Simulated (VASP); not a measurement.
Runs of VASP 6.6.1 on MgO. It takes space group Fm-3m (No. 225, cubic). The conventional cell has a = 4.208 Å, b = 4.208 Å, c = 4.208 Å, α = 90.00°, β = 90.00°, γ = 90.00°. Around Mg (site symmetry m-3m) lie 6 O at 2.10 Å. O (site symmetry m-3m) is surrounded by 6 Mg at 2.10 Å. 

| level | potentials or basis | k mesh | cutoff (eV) | smearing | gap on the mesh (eV) | pressure (GPa) |
| --- | --- | --- | --- | --- | --- | --- |
| PBEsol | VASP PAW PBE potentials, release 64 (Mg, O) | 10 × 10 × 10 | 520 | gaussian 0.5 eV | 4.66 | 0.2 |
| PBEsol | VASP PAW PBE potentials, release 64 (Mg, O) | 14 × 14 × 14 | 520 | gaussian 0.02 eV | 4.66 | 0.2 |
| PBEsol | VASP PAW PBE potentials, release 64 (Mg, O_h) | 10 × 10 × 10 | 900 | gaussian 0.02 eV | 4.67 | -0.3 |
| PBEsol | VASP PAW PBE potentials, release 64 (Mg, O) | 10 × 10 × 10 | 700 | gaussian 0.02 eV | 4.67 | (a) |
| r2SCAN | VASP PAW PBE potentials, release 64 (Mg, O) | 10 × 10 × 10 | 520 | gaussian 0.02 eV | 5.64 | -1.5 |

Alike in all rows: task single point; no spin polarisation; cell as given.

Question: Estimate the missing entries.

Answer: (a) 0.0.

Caveats: the PAW data sets were made with another functional, which shifts forces and pressure a little; the cutoff is under 1.25 times the usual one of these potentials, so pressure, stress and relaxed cells hold a basis-set (Pulay) error (some runs).

A k mesh can miss the band edges.
